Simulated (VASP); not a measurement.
Si (diamond): the LDA highest Γ mode (no LO-TO splitting) against the volume, with the cell scaled uniformly; LDA's own equilibrium is at 19.715 Å³/atom. VASP (PAW), 400 eV cut-off, 14×14×14 Γ-centred mesh, Gaussian smearing of 0.010 eV, potentials Si.  Fit ln ω as a straight line in ln V.

```json
[
 {"V (Å³/atom)": "17.349", "ln(ω/cm⁻¹)": "6.3675"},
 {"V (Å³/atom)": "17.941", "ln(ω/cm⁻¹)": "6.3343"},
 {"V (Å³/atom)": "18.532", "ln(ω/cm⁻¹)": "6.3018"},
 {"V (Å³/atom)": "19.124", "ln(ω/cm⁻¹)": "6.2703"},
 {"V (Å³/atom)": "19.715", "ln(ω/cm⁻¹)": "6.2399"},
 {"V (Å³/atom)": "20.307", "ln(ω/cm⁻¹)": "6.2103"}
]
```

### Question
Fit the rows as the text says and predict the value at 20.898.

### Answer
The slope is -1.00, a mode Grüneisen parameter of 1.00. The line misses the rows by up to 0.0002 and gives 6.1817 at 20.898. The run gave 6.1813, -0.0004 from the line.

Left out are failed runs and those whose mesh is unfit for this quantity.

The compound is Si in the diamond structure.
